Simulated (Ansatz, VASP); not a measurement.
# VSe2: VASP beside Ansatz, part 2 of 2

One calculation is typed for both programs; each brings its own data sets. How far apart do they land? The cell is taken from a series of runs on this material, whose earlier steps may have relaxed, scaled, displaced or heated it; both programs get it as it stands.

VASP 6.6.1 and Ansatz 0.2.0.

So far: Set-up; Ansatz: relaxation of cell and atoms, PBEsol.

## Step 3: VASP: relaxation of cell and atoms, PBEsol

Level of this step: PBEsol, zero-moment start; plane waves and PAW (V_sv, Se) (VASP).

The same cell, functional, mesh and smearing now go to VASP, with its own data sets.

Lines of VASP's logs that name or quote its potential files are left out, and so is its time.

Contents of INCAR:

```
SYSTEM = VSe2
PREC = Accurate
ENCUT = 500
EDIFF = 1E-07
NELM = 200
ISMEAR = 0
SIGMA = 0.15
LREAL = .FALSE.
ALGO = Normal
GGA = PS
NBANDS = 20
ISPIN = 2
MAGMOM = 0 -0 -0
LASPH = .TRUE.
LMAXMIX = 4
LORBIT = 11
LWAVE = .FALSE.
LCHARG = .FALSE.
ISIF = 3
IBRION = 2
NSW = 80
EDIFFG = -0.005
GGA_COMPAT = .FALSE.
NELMIN = 4
KPAR = 2
```

Contents of POSCAR:

```
VSe2
1.0
    3.2776110000      0.0000000000      0.0000000000
   -1.6388050000      2.8384940000      0.0000000000
    0.0000000000      0.0000000000      6.1520030000
V Se
1 2
Direct
    0.0000000000      0.0000000000      0.0000000000
    0.3333333491      0.6666669015      0.2550793620
    0.6666665220      0.3333334508      0.7449206380
```

Contents of KPOINTS:

```
Automatic mesh
0
Gamma
9 9 5
0 0 0
```

The projector-augmented-wave data sets are V_sv and Se (PBE family, release 64).

Command:

```console
> mpirun -np 2 vasp_std
```

Numbers of over 12 decimals in the logs are rounded to 6 here.

Log:

```text
[banner, memory and clock lines left out]
running    2 mpi-ranks, on    1 nodes
 distrk:  each k-point on    1 cores,    2 groups
 distr:  one band on    1 cores,    1 groups

 POSCAR found type information on POSCAR V Se
 POSCAR found :  2 types and       3 ions
|                                                                             |
|               ----> ADVICE to this user running VASP <----                  |
|                                                                             |
|     You enforced a specific xc type in the INCAR file but a different       |
|     [... a line on the potential file left out ...]
|     I HOPE YOU KNOW WHAT YOU ARE DOING!                                     |
|                                                                             |

 LDA part: xc-table for (Slater+PW92), standard interpolation
 POSCAR, INCAR and KPOINTS ok, starting setup
 FFT: planning ... GRIDC
 FFT: planning ... GRID_SOFT
 FFT: planning ... GRID
 WAVECAR not read
 entering main loop
       N       E                     dE             d eps       ncg     rms          rms(c)
DAV:   1     0.195360437993E+03    0.19536E+03   -0.11800E+04  4040   0.115E+03
DAV:   2    -0.112346781393E+02   -0.20660E+03   -0.20029E+03  4268   0.323E+02
DAV:   3    -0.221812801690E+02   -0.10947E+02   -0.10765E+02  4740   0.723E+01
DAV:   4    -0.223223539619E+02   -0.14107E+00   -0.14092E+00  4512   0.837E+00
DAV:   5    -0.223233787090E+02   -0.10247E-02   -0.10246E-02  4688   0.796E-01    0.216E+01
DAV:   6    -0.252737560787E+02   -0.29504E+01   -0.72464E+01  4120   0.508E+01    0.241E+01
DAV:   7    -0.202059825195E+02    0.50678E+01   -0.76572E+01  4596   0.533E+01    0.958E+00
DAV:   8    -0.195697794551E+02    0.63620E+00   -0.31484E+00  4440   0.115E+01    0.229E+00
DAV:   9    -0.195253204038E+02    0.44459E-01   -0.24783E-01  4576   0.305E+00    0.661E-01
DAV:  10    -0.195232852895E+02    0.20351E-02   -0.12926E-02  4516   0.797E-01    0.303E-01
DAV:  11    -0.195228033210E+02    0.48197E-03   -0.41003E-03  4416   0.496E-01    0.741E-02
DAV:  12    -0.195228157218E+02   -0.12401E-04   -0.37978E-04  4512   0.142E-01    0.433E-02
DAV:  13    -0.195228045164E+02    0.11205E-04   -0.59183E-05  4416   0.578E-02    0.992E-03
DAV:  14    -0.195228043002E+02    0.21625E-06   -0.46062E-06  4544   0.130E-02    0.477E-03
DAV:  15    -0.195228046479E+02   -0.34775E-06   -0.11671E-06  4328   0.773E-03    0.369E-03
DAV:  16    -0.195228046171E+02    0.30856E-07   -0.54242E-07  3532   0.523E-03
   1 F= -.19522805E+02 E0= -.19508481E+02  d E =-.195228E+02  mag=     0.0004
[...]
2 F= -.19522847E+02 E0= -.19508463E+02  d E =-.420511E-04  mag=     0.0004
[...]
3 F= -.19522871E+02 E0= -.19508510E+02  d E =-.662021E-04  mag=     0.0003
 curvature:  -0.31 expect dE=-0.137E-04 dE for cont linesearch -0.944E-12
 trial: gam= 0.20832 g(F)=  0.249E-05 g(S)=  0.412E-04 ort =-0.252E-07 (trialstep = 0.925E+00)
 search vector abs. value=  0.528E-04
 bond charge predicted
       N       E                     dE             d eps       ncg     rms          rms(c)
DAV:   1    -0.195232397614E+02   -0.36896E-03   -0.69471E-03  4008   0.907E-01    0.196E-01
DAV:   2    -0.195236968607E+02   -0.45710E-03   -0.10001E-02  4272   0.706E-01    0.244E-01
DAV:   3    -0.195229125907E+02    0.78427E-03   -0.50989E-03  4288   0.443E-01    0.394E-02
DAV:   4    -0.195228939509E+02    0.18640E-04   -0.14313E-04  4416   0.889E-02    0.165E-02
DAV:   5    -0.195228937514E+02    0.19949E-06   -0.44557E-06  4340   0.148E-02    0.615E-03
DAV:   6    -0.195228935329E+02    0.21843E-06   -0.17707E-06  4408   0.833E-03    0.183E-03
DAV:   7    -0.195228934938E+02    0.39175E-07   -0.68674E-08  2636   0.172E-03
   4 F= -.19522893E+02 E0= -.19508552E+02  d E =-.226746E-04  mag=     0.0003
 trial-energy change:   -0.000023  1 .order   -0.000023   -0.000040   -0.000005
 step:   1.0573(harm=  1.0573)  dis= 0.00063  next Energy=   -19.522894 (dE=-0.231E-04)
 reached required accuracy - stopping structural energy minimisation
```

Parts of OUTCAR (step 3):

```text
ion  position               nearest neighbor table
   1  0.000  0.000  0.000-   2 2.46   3 2.46   3 2.46   2 2.46   2 2.46   3 2.46
   2  0.333  0.667  0.255-   1 2.46   1 2.46   1 2.46
   3  0.667  0.333  0.745-   1 2.46   1 2.46   1 2.46

  LATTYP: Found a hexagonal cell.
 ALAT       =     3.2776110000
 C/A-ratio  =     1.8769777744

 Subroutine GETGRP returns: Found 12 space group operations
 (whereof 12 operations were pure point group operations)

The static configuration has the point symmetry D_3d.

 Found     50 irreducible k-points:

   k-points           NKPTS =     50   k-points in BZ     NKDIM =     50   number of bands    NBANDS=     20

   dimension x,y,z NGX =    24 NGY =   24 NGZ =   48
   dimension x,y,z NGXF=    48 NGYF=   48 NGZF=   96

   ENCUT  =  500.0 eV  36.75 Ry    6.06 a.u.   5.98  5.98 11.22*2*pi/ulx,y,z

   NELECT =      25.0000    total number of electrons

 k-points in reciprocal lattice and weights: Automatic mesh
   0.00000000  0.00000000  0.00000000       0.002
   0.11111111  0.00000000  0.00000000       0.015
   0.22222222  0.00000000  0.00000000       0.015
   0.33333333  0.00000000  0.00000000       0.015
   0.44444444  0.00000000  0.00000000       0.015
   0.11111111  0.11111111  0.00000000       0.015
   0.22222222  0.11111111  0.00000000       0.030
   0.33333333  0.11111111  0.00000000       0.030
   0.44444444  0.11111111  0.00000000       0.015
[...]
-0.22222222 -0.44444444  0.40000000       0.030
   0.33333333  0.33333333  0.40000000       0.010

 average (electrostatic) potential at core
       1 -74.8672       2 -52.4606       3 -52.4606

 E-fermi :   5.8320

 spin component 1
 k-point     1 :       0.0000    0.0000    0.0000
  band No.  band energies     occupation
    ...
      9       3.5455      1.00000
     10       5.3080      1.00000
     11       5.4751      0.99962
     12       5.7552      0.76540
     13       5.7552      0.76540
     14       6.9263      0.00000
     15       6.9263      0.00000
     16       9.1900      0.00000
     17       9.1900      0.00000
     18      12.1893      0.00000
    ...

 k-point     2 :       0.1111    0.0000    0.0000
  band No.  band energies     occupation
    ...
      9       3.5867      1.00000
     10       4.9026      1.00000
     11       5.4126      0.99996
     12       5.4212      0.99995
     13       5.5600      0.99483
     14       6.6159      0.00000
     15       7.0668      0.00000
     16       8.6276      0.00000
     17       9.0933      0.00000
     18      12.8079      0.00000
    ...

 k-point     3 :       0.2222    0.0000    0.0000
  band No.  band energies     occupation
    ...
      9       3.0641      1.00000
     10       3.6217      1.00000
     11       4.9239      1.00000
     12       4.9307      1.00000
     13       5.4027      0.99997
     14       6.6054      0.00000
     15       7.0306      0.00000
     16       8.5511      0.00000
     17       9.0616      0.00000
     18      13.3694      0.00000
    ...

 k-point     4 :       0.3333    0.0000    0.0000
  band No.  band energies     occupation
    ...
      9       1.6471      1.00000
     10       3.4943      1.00000
     11       3.8457      1.00000
     12       4.7303      1.00000
     13       5.2679      1.00000
     14       6.8384      0.00000
     15       6.9003      0.00000
     16       8.8964      0.00000
     17       9.1554      0.00000
     18      12.6716      0.00000
    ...

 k-point     5 :       0.4444    0.0000    0.0000
  band No.  band energies     occupation
    ...
      9       2.1489      1.00000
     10       2.9673      1.00000
     11       3.3348      1.00000
     12       4.7056      1.00000
     13       5.1824      1.00000
     14       6.7463      0.00000
     15       7.1685      0.00000
     16       8.6907      0.00000
     17       9.2226      0.00000
     18      12.1068      0.00000
    ...

 k-point     6 :       0.1111    0.1111    0.0000
  band No.  band energies     occupation
    ...
      9       3.4713      1.00000
     10       3.9268      1.00000
     11       4.4689      1.00000
     12       5.3257      1.00000
     13       5.5891      0.98900
     14       6.6837      0.00000
     15       6.9605      0.00000
     16       8.5811      0.00000
     17       8.8102      0.00000
     18      13.4361      0.00000
    ...

  Total       -0.0006111     -0.0006111     -0.0081132     -0.0000000     -0.0000000      0.0000000
  in kB       -0.0171092     -0.0171092     -0.2271576     -0.0000000     -0.0000000      0.0000000
  external PRESSURE =      -0.0871253 kB  Pullay stress =       0.0000000 kB

  energy-cutoff  :      500.00
  volume of cell :       57.22
      direct lattice vectors                 reciprocal lattice vectors
     3.275962285 -0.000000000 -0.000000000     0.305253820  0.176238345  0.000000000
    -1.637980643  2.837066172  0.000000000     0.000000000  0.352476798 -0.000000000
    -0.000000000  0.000000000  6.156979640     0.000000000 -0.000000000  0.162417298

 POSITION                                       TOTAL-FORCE (eV/Angst)
 -----------------------------------------------------------------------------------
     -1.63798      2.83707      0.00000        -0.000000     -0.000000      0.000000
     -0.00000      1.89138      1.57212        -0.000000      0.000000      0.004337
      1.63798      0.94569      4.58486         0.000000     -0.000000     -0.004337
 -----------------------------------------------------------------------------------
    total drift:                                0.000311     -0.000311     -0.000000

  FREE ENERGIE OF THE ION-ELECTRON SYSTEM (eV)
  ---------------------------------------------------
  free  energy   TOTEN  =       -19.5228934938 eV

  energy  without entropy=      -19.4942111811  energy(sigma->0) =      -19.50855234

 reached required accuracy - stopping structural energy minimisation

 total charge
# of ion       s       p       d       tot
------------------------------------------
    1        2.246   6.229   3.086  11.561
    2        1.483   2.312   0.058   3.853
    3        1.483   2.312   0.058   3.853
--------------------------------------------------
tot          5.213  10.853   3.202  19.267

 magnetization (x)
# of ion       s       p       d       tot
------------------------------------------
    1        0.000   0.000   0.000   0.000
    2        0.000  -0.000   0.000  -0.000
    3        0.000  -0.000   0.000  -0.000
--------------------------------------------------
tot          0.000  -0.000   0.000   0.000

[... 6 further parts left out ...]
```

This run allows spin, but its moments start at zero, where symmetry between the spins tends to hold them, although V can carry a moment. Its electron count is odd, so without a moment it is a metal by construction.

## Step 4: Comparison

Known differences besides the potentials themselves: the data sets hold 45 valence electrons in Ansatz (on its default PAW (the set named soft_2) files) and 25 in VASP; the cutoff is 420 eV in Ansatz and 500 eV in VASP; Ansatz makes its cores anew for this functional, VASP keeps those of its PBE data sets; Ansatz adds a Pulay correction to the stress that steers its cell, VASP none. Total energies have different zeros and are not compared.

Both answers:

| quantity | Ansatz | VASP | difference |
| --- | --- | --- | --- |
| volume (Å³) | 57.10 | 57.22 | -0.21 % |
| edge a after relaxation, in the typed setting (Å) | 3.274 | 3.276 | -0.05 % |
| edge c after relaxation, in the typed setting (Å) | 6.150 | 6.157 | -0.11 % |

## Step 5: VASP: zone-centre phonons, PBEsol

Second derivatives magnify differences that forces hide, and they need a tight electronic threshold.

Contents of INCAR:

```
SYSTEM = VSe2
PREC = Accurate
ENCUT = 500
EDIFF = 1E-08
NELM = 120
ISMEAR = 1
SIGMA = 0.2
LREAL = .FALSE.
ALGO = Normal
GGA = PS
NBANDS = 18
LASPH = .TRUE.
LORBIT = 11
LWAVE = .FALSE.
LCHARG = .FALSE.
ISIF = 2
IBRION = 8
GGA_COMPAT = .FALSE.
KPAR = 2
```

Contents of POSCAR:

```
VSe2
1.0
    3.2743719108      0.0000000000      0.0000000000
   -1.6371859554      2.8356892562      0.0000000000
    0.0000000000      0.0000000000      6.1500893874
V Se
1 2
Direct
    0.0000000000      0.0000000000      0.0000000000
    0.3333333333      0.6666666667      0.2553785489
    0.6666666667      0.3333333333      0.7446214511
```

Contents of KPOINTS:

```
Automatic mesh
0
Gamma
6 6 3
0 0 0
```

Command:

```console
> mpirun -np 2 vasp_std
```

Log:

```text
[banner, memory and clock lines left out]
running    2 mpi-ranks, on    1 nodes
[...]
[... a notice as in an earlier step ...]

 LDA part: xc-table for (Slater+PW92), standard interpolation
 POSCAR, INCAR and KPOINTS ok, starting setup
[...]
entering main loop
       N       E                     dE             d eps       ncg     rms          rms(c)
DAV:   1     0.200028673279E+03    0.20003E+03   -0.11900E+04   612   0.128E+03
DAV:   2    -0.102974628907E+02   -0.21033E+03   -0.20629E+03   648   0.354E+02
DAV:   3    -0.221047078893E+02   -0.11807E+02   -0.11542E+02   730   0.792E+01
DAV:   4    -0.222840018802E+02   -0.17929E+00   -0.17916E+00   708   0.934E+00
[...]
DAV:  15    -0.195197734153E+02    0.27445E-06   -0.37578E-06   658   0.154E-02    0.201E-03
DAV:  16    -0.195197733992E+02    0.16140E-07   -0.31176E-07   678   0.460E-03    0.415E-04
DAV:  17    -0.195197733950E+02    0.41869E-08   -0.10896E-08   422   0.709E-04
   1 F= -.19519773E+02 E0= -.19516032E+02  d E =-.112253E-01
[...]
RMM:  10    -0.711313005062E-01   -0.16143E-06   -0.22688E-08  3565   0.904E-05    0.190E-05
RMM:  11    -0.711313471175E-01   -0.46611E-07    0.14017E-08  3688   0.573E-05    0.353E-06
RMM:  12    -0.711313404042E-01    0.67134E-08   -0.13063E-08  3925   0.392E-05    0.890E-07
 first order change of Fermi-energy   0.70774E-04
 force on displaced ion       2 direction 1 :  -4.788   0.000  -0.000
 Linear response progress:
  Degree of freedom:   4/  4
       N       E                     dE             d eps       ncg     rms          rms(c)
RMM:   1    -0.110437126796E+00   -0.11044E+00    0.65017E-02  1390   0.167E+00
RMM:   2    -0.106389765853E+00    0.40474E-02   -0.41774E-03   938   0.398E-01    0.219E-01
RMM:   3    -0.106649003217E+00   -0.25924E-03   -0.93610E-04   884   0.220E-01    0.245E-01
RMM:   4    -0.106407716822E+00    0.24129E-03   -0.34985E-04   843   0.156E-01    0.115E-01
[...]
RMM:  10    -0.106532642865E+00   -0.17332E-06   -0.67814E-08   978   0.286E-04    0.255E-05
RMM:  11    -0.106532599942E+00    0.42923E-07   -0.67486E-10  1094   0.123E-04    0.913E-06
RMM:  12    -0.106532597067E+00    0.28758E-08   -0.32075E-08  1059   0.588E-05    0.511E-06
 first order change of Fermi-energy   0.16558E+00
 force on displaced ion       2 direction 3 :  -0.000   0.000 -11.799
 Linear response finished
```

OUTCAR, selected parts (step 5):

```text
  Total       -0.0031103     -0.0031103      0.1488805      0.0000000      0.0000000      0.0000000
  in kB       -0.0872669     -0.0872669      4.1771511      0.0000000      0.0000000      0.0000000
  external PRESSURE =       1.3342058 kB  Pullay stress =       0.0000000 kB

 POSITION                                       TOTAL-FORCE (eV/Angst)
 -----------------------------------------------------------------------------------
      0.00000      0.00000      0.00000        -0.000000      0.000000     -0.000000
     -0.00000      1.89046      1.57060        -0.000000      0.000000      0.046355
      1.63719      0.94523      4.57949         0.000000     -0.000000     -0.046355
 -----------------------------------------------------------------------------------
    total drift:                               -0.000000      0.000000      0.000000

[... 2 further parts left out ...]
```

This run has no spin polarisation, so a moment on V, if there is one, isn't seen. Its electron count is odd, so without a moment it is a metal by construction.

## Step 6: Ansatz: zone-centre phonons, PBEsol

The same cell, functional, mesh and smearing now go to Ansatz, which takes its cutoff from its data sets.

The cell is taken from a series of runs on this material, whose earlier steps may have relaxed, scaled, displaced or heated it; both programs get it as it stands.

Contents of input.yaml:

```yaml
crystal:
  lattice:
    - [3.2743719108, 0.0, 0.0]
    - [-1.6371859554, 2.8356892562, 0.0]
    - [0.0, 0.0, 6.1500893874]
  atoms:
    - { symbol: V, position: [0.0, 0.0, 0.0] }
    - { symbol: Se, position: [0.3333333333, 0.6666666667, 0.2553785489] }
    - { symbol: Se, position: [0.6666666667, 0.3333333333, 0.7446214511] }
kpoints:
  mp_grid: { grid: [6, 6, 3] }
hamiltonian:
  xc: pbesol
scf:
  occupations: { method: methfessel_paxton, width: 0.2 }
output:
  eigenvalues: true
phonons:
  method: dfpt
  qmesh: [2, 2, 1]
  temperatures: { t_max: 1000, t_step: 50 }
  qpath:
    path:
      - [[0.0, 0.0, 0.0], [0.5, 0.0, 0.0], [0.33333333, 0.33333333, 0.0], [0.0, 0.0, 0.0], [0.0, 0.0, 0.5], [0.5, 0.0, 0.5], [0.33333333, 0.33333333, 0.5], [0.0, 0.0, 0.5]]
      - [[0.5, 0.0, 0.5], [0.5, 0.0, 0.0]]
      - [[0.33333333, 0.33333333, 0.5], [0.33333333, 0.33333333, 0.0]]
    npoints: 10
```

Command:

```console
> ansatz run input.yaml --threads 8 --pin off --max-ram 16384MiB --backend cpu --events-out ev --progress --plain --runs-dir out
```

Log:

```text
[...]
Crystal: 3 atoms, lattice volume = 57.104 Å³
Basis set: ecut = 420 eV, 1149 PW (Γ), exchange–correlation on 48×48×90 points (8 copies of the dense FFT grid, shifted against one another)
Bands: 27, of which v1, the nominal top of the filled ones, is band 23 counted from 1 (22 counted from 0)
Symmetry: 12 space group operations
k-points: 17 of 108
[...]
largest difference from the sums on the solved wave vectors: F 1.47e-1 eV, S 2.12e-4 and C_V 6.46e-5 eV/K
  zero-point energy: 0.101096 eV/cell   skipped modes (ω ≤ 0): 3   left out of the sums: 6.89e-5 of the cell's modes: C_V's classical limit lies that fraction below 3 k_B per atom; for a crystal, a wire or a layer, F and S can be off by more, and a phonons.interpolated_qmesh denser along its periods is the remedy for the sampling
[key lines of the parts left out:]
SCF converged after 10 iterations
Free energy (F): -13735.889367 eV
Fermi energy:    11.509265 eV
```

## Step 7: Side by side

What differs besides the data sets and the points named for the pairs above, as far as they apply: VASP's run holds the zone centre alone; the data sets hold 45 valence electrons in Ansatz (on its default PAW (the set named soft_2) files) and 25 in VASP. Total energies have different zeros and are not compared.

The two programs side by side:

| quantity | Ansatz | VASP | difference |
| --- | --- | --- | --- |
| optical mode 1 to 2 (cm⁻¹) | 148.1 | 148.2 | -0.09 % |
| optical mode 3 to 4 (cm⁻¹) | 211.8 | 212.1 | -0.16 % |
| optical mode 5 (cm⁻¹) | 218.0 | 218.4 | -0.19 % |
| optical mode 6 (cm⁻¹) | 369.9 | 370.9 | -0.25 % |

Modes are paired by rising frequency, not by their patterns, so a pair may set unlike modes beside each other; they are those without the splitting of longitudinal modes.

## Step 8: Outcome

* difference in volume (relaxation of cell and atoms, PBEsol): -0.21 %
* r.m.s. difference of the optical zone-centre modes, each program's sorted by frequency (zone-centre phonons, PBEsol): 0.47 cm⁻¹

In words: The difference in volume is -0.21 % (relaxation of cell and atoms, PBEsol), within the 1.2 % picked in this series as the mark of a large difference, as far as the stopping tolerances let one tell. The data sets hold unlike numbers of valence electrons (45 in Ansatz and 25 in VASP), so part of the differences comes from the potentials. How closely two codes agree says nothing of how well the functional describes the real material.

[Lines on the potential files, build, host, timing and source positions are cut from VASP's logs without a mark.]

[Logs are printed without paths, hosts, clocks, repeated set-up lines and the standing remarks that a program may print on its own settings, such as how far it seeks lower states.]

[Hosts, paths, dates, database ids (printed as entryN), source tags and the programs' standing remarks are cut or masked in the printed files.]
